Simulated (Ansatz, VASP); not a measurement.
**SnTe: VASP beside Ansatz**

Wanted: the spread between two codes on one cell, functional and k mesh. The cell is taken from a series of runs on this material, whose earlier steps may have relaxed, scaled, displaced or heated it; both programs get it as it stands.

Calculated with Ansatz 0.2.0; plane waves, with VASP 6.6.1 beside it; zone-centre phonons at PBEsol.

**1. The starting structure**

Symmetry: I4/mmm, No. 139, tetragonal system. Conventional cell: a = 4.445 Å, b = 4.445 Å, c = 6.414 Å, α = 90.00°, β = 90.00°, γ = 90.00°. Nearest to Sn lie 6 Te at 3.14 to 3.21 Å. Nearest to Te lie 6 Sn at 3.14 to 3.21 Å. Farther neighbours and most contacts between anions are not listed.

Coordinates:

```cif
data_structure
_symmetry_space_group_name_H-M 'I4/mmm'
_symmetry_Int_Tables_number 139
_cell_length_a 4.4445
_cell_length_b 4.4445
_cell_length_c 6.4140
_cell_angle_alpha 90.000
_cell_angle_beta 90.000
_cell_angle_gamma 90.000
_cell_volume 126.70
loop_
_atom_site_label
_atom_site_type_symbol
_atom_site_symmetry_multiplicity
_atom_site_Wyckoff_symbol
_atom_site_fract_x
_atom_site_fract_y
_atom_site_fract_z
_atom_site_occupancy
Sn1 Sn 2 a 0.00000 0.00000 0.00000 1
Te1 Te 2 b 0.50000 0.50000 0.00000 1
```

**2. VASP: zone-centre phonons, PBEsol**

Second derivatives magnify differences that forces hide, and they need a tight electronic threshold.

Lines of VASP's logs that name or quote its potential files are left out, and so is its time.

Input file INCAR:

```
SYSTEM = SnTe
PREC = Accurate
ENCUT = 500
EDIFF = 1E-08
NELM = 120
ISMEAR = 0
SIGMA = 0.01
LREAL = .FALSE.
ALGO = Normal
GGA = PS
NBANDS = 16
LORBIT = 11
LWAVE = .FALSE.
LCHARG = .FALSE.
ISIF = 2
IBRION = 8
LASPH = .TRUE.
GGA_COMPAT = .FALSE.
EFERMI = MIDGAP
KPAR = 2
```

Input file POSCAR:

```
SnTe
1.0
    0.0000000000      3.1427660970      3.2070136716
    3.1427660970      0.0000000000      3.2070136716
    3.1427660970      3.1427660970      0.0000000000
Sn Te
1 1
Direct
    0.0000000000      0.0000000000      0.0000000000
    0.5000000000      0.5000000000      0.5000000000
```

Input file KPOINTS:

```
Automatic mesh
0
Gamma
12 12 12
0 0 0
```

PAW data sets: Sn_d and Te (PBE family, release 64).

Started as:

```bash
$ mpirun -np 2 vasp_std
```

Numbers of over 12 decimals in the logs are rounded to 6 here.

Log:

```text
[banner, memory and clock lines left out]
running    2 mpi-ranks, on    1 nodes
 distrk:  each k-point on    1 cores,    2 groups
 distr:  one band on    1 cores,    1 groups

 POSCAR found type information on POSCAR SnTe
 POSCAR found :  2 types and       2 ions
|                                                                             |
|               ----> ADVICE to this user running VASP <----                  |
|                                                                             |
|     You enforced a specific xc type in the INCAR file but a different       |
|     [... a line on the potential file left out ...]
|     I HOPE YOU KNOW WHAT YOU ARE DOING!                                     |
|                                                                             |

 LDA part: xc-table for (Slater+PW92), standard interpolation
 POSCAR, INCAR and KPOINTS ok, starting setup
 FFT: planning ... GRIDC
 FFT: planning ... GRID_SOFT
 FFT: planning ... GRID
 WAVECAR not read
 entering main loop
       N       E                     dE             d eps       ncg     rms          rms(c)
DAV:   1     0.121426588124E+03    0.12143E+03   -0.94211E+03  5256   0.139E+03
DAV:   2     0.156797462320E+01   -0.11986E+03   -0.11722E+03  5848   0.347E+02
DAV:   3    -0.812408211603E+01   -0.96921E+01   -0.96384E+01  6624   0.867E+01
DAV:   4    -0.837853232400E+01   -0.25445E+00   -0.25441E+00  6344   0.153E+01
DAV:   5    -0.838987488096E+01   -0.11343E-01   -0.11342E-01  7760   0.297E+00    0.456E+00
DAV:   6    -0.833227776832E+01    0.57597E-01   -0.13174E-01  7344   0.286E+00    0.285E+00
DAV:   7    -0.833006061318E+01    0.22172E-02   -0.46396E-02  6792   0.132E+00    0.743E-01
DAV:   8    -0.832959185743E+01    0.46876E-03   -0.66894E-03  6672   0.714E-01    0.145E-01
DAV:   9    -0.832964682501E+01   -0.54968E-04   -0.56354E-04  7296   0.218E-01    0.315E-02
DAV:  10    -0.832963237965E+01    0.14445E-04   -0.62277E-05  6944   0.719E-02    0.204E-02
DAV:  11    -0.832963213488E+01    0.24477E-06   -0.27779E-05  7112   0.435E-02    0.241E-02
DAV:  12    -0.832963198929E+01    0.14559E-06   -0.20424E-06  6536   0.105E-02    0.123E-02
DAV:  13    -0.832963185693E+01    0.13236E-06   -0.92836E-08  7144   0.209E-03    0.767E-03
DAV:  14    -0.832963179424E+01    0.62694E-07   -0.18657E-07  7000   0.495E-03    0.154E-03
DAV:  15    -0.832963175982E+01    0.34421E-07   -0.18797E-08  5528   0.649E-04    0.679E-04
DAV:  16    -0.832963176880E+01   -0.89804E-08   -0.60785E-10  3528   0.270E-04
   1 F= -.83296318E+01 E0= -.83296318E+01  d E =-.182845E-22
 Linear response reoptimize wavefunctions to high precision
DAV:   1    -0.832963178579E+01   -0.16993E-07   -0.27866E-10  3736   0.227E-04
DAV:   2    -0.832963178582E+01   -0.24556E-10   -0.43318E-11  3344   0.508E-05
 Linear response DOF=           4
 Linear response progress:
  Degree of freedom:   1/  4
       N       E                     dE             d eps       ncg     rms          rms(c)
RMM:   1    -0.215642977281E+00   -0.21564E+00    0.28026E-01 10853   0.102E+01
RMM:   2    -0.220756250222E+00   -0.51133E-02   -0.12116E-02 15819   0.868E-01    0.819E-02
RMM:   3    -0.220577519293E+00    0.17873E-03   -0.94933E-04 17532   0.246E-01    0.440E-02
RMM:   4    -0.220266521643E+00    0.31100E-03   -0.89089E-05 17482   0.749E-02    0.836E-03
RMM:   5    -0.220255499054E+00    0.11023E-04   -0.80485E-06 18056   0.228E-02    0.369E-03
RMM:   6    -0.220260794983E+00   -0.52959E-05   -0.12893E-06 17728   0.787E-03    0.133E-03
RMM:   7    -0.220260616760E+00    0.17822E-06   -0.35311E-07 18202   0.307E-03    0.752E-04
RMM:   8    -0.220257827105E+00    0.27897E-05    0.19788E-07 17700   0.135E-03    0.174E-04
RMM:   9    -0.220257829529E+00   -0.24239E-08    0.40671E-07 18785   0.612E-04    0.215E-04
RMM:  10    -0.220257605746E+00    0.22378E-06    0.47422E-07 18549   0.304E-04    0.175E-04
RMM:  11    -0.220257701853E+00   -0.96108E-07    0.39358E-07 19203   0.163E-04    0.365E-04
RMM:  12    -0.220257268688E+00    0.43317E-06    0.20725E-07 17504   0.117E-04    0.973E-05
RMM:  13    -0.220257134685E+00    0.13400E-06    0.10559E-07 18646   0.708E-05    0.110E-05
RMM:  14    -0.220257101688E+00    0.32996E-07    0.34874E-08 19174   0.456E-05    0.307E-06
RMM:  15    -0.220257057534E+00    0.44154E-07    0.13980E-08 17447   0.359E-05    0.691E-06
RMM:  16    -0.220257054981E+00    0.25527E-08   -0.30107E-10 15361   0.303E-05    0.202E-06
 first order change of Fermi-energy   0.18535E-03
 force on displaced ion       1 direction 1 :  -0.141   0.000   0.000
 Linear response progress:
  Degree of freedom:   2/  4
       N       E                     dE             d eps       ncg     rms          rms(c)
RMM:   1    -0.215402537791E+00   -0.21540E+00    0.29434E-01  6314   0.104E+01
RMM:   2    -0.220598026919E+00   -0.51955E-02   -0.11911E-02  9135   0.859E-01    0.701E-02
RMM:   3    -0.220474992414E+00    0.12303E-03   -0.93282E-04 10074   0.241E-01    0.372E-02
RMM:   4    -0.220218322246E+00    0.25667E-03   -0.78906E-05 10154   0.709E-02    0.888E-03
RMM:   5    -0.220196506662E+00    0.21816E-04   -0.80002E-06 10404   0.220E-02    0.369E-03
RMM:   6    -0.220199164588E+00   -0.26579E-05   -0.12051E-06 10311   0.749E-03    0.146E-03
RMM:   7    -0.220199698747E+00   -0.53416E-06   -0.29732E-07 10555   0.291E-03    0.619E-04
RMM:   8    -0.220196271580E+00    0.34272E-05    0.21278E-07 10092   0.131E-03    0.123E-04
RMM:   9    -0.220196849031E+00   -0.57745E-06    0.28805E-07 10769   0.581E-04    0.192E-04
RMM:  10    -0.220196679181E+00    0.16985E-06    0.36656E-07 10662   0.281E-04    0.155E-04
RMM:  11    -0.220196855620E+00   -0.17644E-06    0.30709E-07 10829   0.155E-04    0.362E-04
RMM:  12    -0.220196338178E+00    0.51744E-06    0.14972E-07 10039   0.114E-04    0.962E-05
RMM:  13    -0.220196213077E+00    0.12510E-06    0.74572E-08 10850   0.666E-05    0.263E-05
RMM:  14    -0.220196194921E+00    0.18156E-07    0.29144E-08 11084   0.408E-05    0.216E-05
RMM:  15    -0.220196131283E+00    0.63638E-07    0.18554E-08 10120   0.326E-05    0.386E-06
RMM:  16    -0.220196093432E+00    0.37851E-07    0.59070E-09 10427   0.284E-05    0.590E-06
RMM:  17    -0.220196100252E+00   -0.68206E-08    0.28778E-09  8240   0.245E-05    0.262E-06
 first order change of Fermi-energy  -0.10496E-03
 force on displaced ion       1 direction 3 :   0.000   0.000   0.274
 Linear response progress:
  Degree of freedom:   3/  4
       N       E                     dE             d eps       ncg     rms          rms(c)
RMM:   1    -0.469829648257E-01   -0.46983E-01    0.68462E-02 19193   0.863E-01
RMM:   2    -0.475852731246E-01   -0.60231E-03   -0.19761E-03 16841   0.214E-01    0.639E-02
RMM:   3    -0.477681312606E-01   -0.18286E-03   -0.15872E-04 17105   0.613E-02    0.480E-02
RMM:   4    -0.480425861794E-01   -0.27445E-03   -0.24869E-05 16904   0.312E-02    0.580E-03
RMM:   5    -0.480520292446E-01   -0.94431E-05   -0.10183E-06 17395   0.732E-03    0.312E-03
RMM:   6    -0.480490238142E-01    0.30054E-05   -0.10217E-07 16906   0.213E-03    0.640E-04
RMM:   7    -0.480488266392E-01    0.19718E-06    0.16224E-09 17296   0.479E-04    0.136E-04
RMM:   8    -0.480487790304E-01    0.47609E-07    0.31786E-08 17346   0.170E-04    0.256E-05
RMM:   9    -0.480486337797E-01    0.14525E-06    0.39046E-07 17961   0.595E-05    0.207E-05
RMM:  10    -0.480487189465E-01   -0.85167E-07    0.14386E-07 18002   0.248E-05    0.400E-06
RMM:  11    -0.480487003301E-01    0.18616E-07    0.76102E-08 17259   0.155E-05    0.790E-07
RMM:  12    -0.480487013067E-01   -0.97658E-09   -0.11561E-08 14837   0.107E-05    0.367E-07
 first order change of Fermi-energy  -0.27746E-03
 force on displaced ion       2 direction 1 :  -0.143   0.000   0.000
 Linear response progress:
  Degree of freedom:   4/  4
       N       E                     dE             d eps       ncg     rms          rms(c)
RMM:   1    -0.469618543206E-01   -0.46962E-01    0.66682E-02 11045   0.832E-01
RMM:   2    -0.475888565053E-01   -0.62700E-03   -0.19476E-03  9780   0.209E-01    0.546E-02
RMM:   3    -0.477666718761E-01   -0.17782E-03   -0.16457E-04  9889   0.601E-02    0.424E-02
RMM:   4    -0.480180655112E-01   -0.25139E-03   -0.23399E-05  9829   0.290E-02    0.581E-03
RMM:   5    -0.480343701388E-01   -0.16305E-04   -0.10597E-06 10143   0.701E-03    0.299E-03
RMM:   6    -0.480295396957E-01    0.48304E-05   -0.87784E-08  9745   0.200E-03    0.613E-04
RMM:   7    -0.480295390454E-01    0.65033E-09    0.71538E-08 10026   0.474E-04    0.146E-04
 first order change of Fermi-energy   0.21481E-03
 force on displaced ion       2 direction 3 :   0.000   0.000   0.266
 Linear response finished
```

From OUTCAR (step 2):

```text
ion  position               nearest neighbor table
   1  0.000  0.000  0.000-   2 3.14   2 3.14   2 3.14   2 3.14   2 3.21   2 3.21
   2  0.500  0.500  0.500-   1 3.14   1 3.14   1 3.14   1 3.14   1 3.21   1 3.21

  LATTYP: Found a body centered tetragonal cell.
 ALAT       =     4.4445424377
 C/A-ratio  =     1.4431243335

 Subroutine GETGRP returns: Found 16 space group operations
 (whereof 16 operations were pure point group operations)

The static configuration has the point symmetry D_4h.

 Found    163 irreducible k-points:

   k-points           NKPTS =    163   k-points in BZ     NKDIM =    163   number of bands    NBANDS=     16

   dimension x,y,z NGX =    36 NGY =   36 NGZ =   32
   dimension x,y,z NGXF=    72 NGYF=   72 NGZF=   64

   ENCUT  =  500.0 eV  36.75 Ry    6.06 a.u.   8.19  8.19  8.10*2*pi/ulx,y,z

   NELECT =      20.0000    total number of electrons

 k-points in reciprocal lattice and weights: Automatic mesh
   0.00000000  0.00000000  0.00000000       0.001
   0.08333333  0.00000000  0.00000000       0.005
   0.16666667  0.00000000  0.00000000       0.005
   0.25000000  0.00000000  0.00000000       0.005
   0.33333333 -0.00000000  0.00000000       0.005
   0.41666667 -0.00000000  0.00000000       0.005
   0.50000000  0.00000000  0.00000000       0.002
   0.08333333  0.08333333  0.00000000       0.001
   0.16666667  0.08333333  0.00000000       0.005
[...]
-0.33333333  0.16666667  0.50000000       0.002
  -0.25000000  0.25000000  0.50000000       0.001

 average (electrostatic) potential at core
       1-100.5639       2 -87.8239

  Total        0.0067125      0.0067125     -0.9528070      0.0000000      0.0000000     -0.0000000
  in kB        0.1697619      0.1697619    -24.0968691      0.0000000      0.0000000     -0.0000000
  external PRESSURE =      -7.9191151 kB  Pullay stress =       0.0000000 kB

  energy-cutoff  :      500.00
  volume of cell :       63.35
      direct lattice vectors                 reciprocal lattice vectors
     0.000000000  3.142766097  3.207013672    -0.159095518  0.159095518  0.155908285
     3.142766097  0.000000000  3.207013672     0.159095518 -0.159095518  0.155908285
     3.142766097  3.142766097  0.000000000     0.159095518  0.159095518 -0.155908285

 POSITION                                       TOTAL-FORCE (eV/Angst)
 -----------------------------------------------------------------------------------
      0.00000      0.00000      0.00000        -0.000000      0.000000      0.000000
      3.14277      3.14277      3.20701         0.000000     -0.000000     -0.000000
 -----------------------------------------------------------------------------------
    total drift:                               -0.000000      0.000000      0.000000

 Eigenvectors and eigenvalues of the dynamical matrix
 ----------------------------------------------------

   1 f  =    0.751299 THz     4.720548 2PiTHz   25.060621 cm-1     3.107120 meV
             X         Y         Z           dx          dy          dz
      0.000000  0.000000  0.000000     0.000000    0.716572    0.000000
      3.142766  3.142766  3.207014     0.000000   -0.697513    0.000000

   2 f  =    0.751299 THz     4.720548 2PiTHz   25.060621 cm-1     3.107120 meV
             X         Y         Z           dx          dy          dz
      0.000000  0.000000  0.000000    -0.716572   -0.000000    0.000000
      3.142766  3.142766  3.207014     0.697513   -0.000000    0.000000

   3 f  =    0.007509 THz     0.047179 2PiTHz    0.250466 cm-1     0.031054 meV
             X         Y         Z           dx          dy          dz
      0.000000  0.000000  0.000000     0.000000    0.000000   -0.688993
      3.142766  3.142766  3.207014     0.000000    0.000000   -0.724768

   4 f/i=    0.003436 THz     0.021589 2PiTHz    0.114611 cm-1     0.014210 meV
             X         Y         Z           dx          dy          dz
      0.000000  0.000000  0.000000     0.493218    0.493214    0.000000
      3.142766  3.142766  3.207014     0.506695    0.506691    0.000000

   5 f/i=    0.003436 THz     0.021589 2PiTHz    0.114611 cm-1     0.014210 meV
             X         Y         Z           dx          dy          dz
      0.000000  0.000000  0.000000    -0.493214    0.493218    0.000000
      3.142766  3.142766  3.207014    -0.506691    0.506695    0.000000

   6 f/i=    1.035891 THz     6.508697 2PiTHz   34.553614 cm-1     4.284100 meV
             X         Y         Z           dx          dy          dz
      0.000000  0.000000  0.000000     0.000000    0.000000   -0.724768
      3.142766  3.142766  3.207014     0.000000    0.000000    0.688993

 ELASTIC MODULI CONTR FROM IONIC RELAXATION (kBar)
 Direction    XX          YY          ZZ          XY          YZ          ZX
 --------------------------------------------------------------------------------
 XX           0.0000      0.0000      0.0000      0.0000      0.0000      0.0000
 YY           0.0000      0.0000      0.0000      0.0000      0.0000      0.0000
 ZZ           0.0000      0.0000      0.0000      0.0000      0.0000      0.0000
 XY           0.0000      0.0000      0.0000      0.0000      0.0000      0.0000
 YZ           0.0000      0.0000      0.0000      0.0000      0.0000      0.0000
 ZX           0.0000      0.0000      0.0000      0.0000      0.0000      0.0000
 --------------------------------------------------------------------------------
```

The PAW data sets were made with PBE, which is usual practice but a small mismatch for other functionals.

[end of part 1 of 2]

[Lines on the potential files, build, host, timing and source positions are cut from VASP's logs without a mark.]

[Logs are printed without paths, hosts, clocks, repeated set-up lines and the standing remarks that a program may print on its own settings, such as how far it seeks lower states.]

[Hosts, paths, dates, database ids (printed as entryN), source tags and the programs' standing remarks are cut or masked in the printed files.]
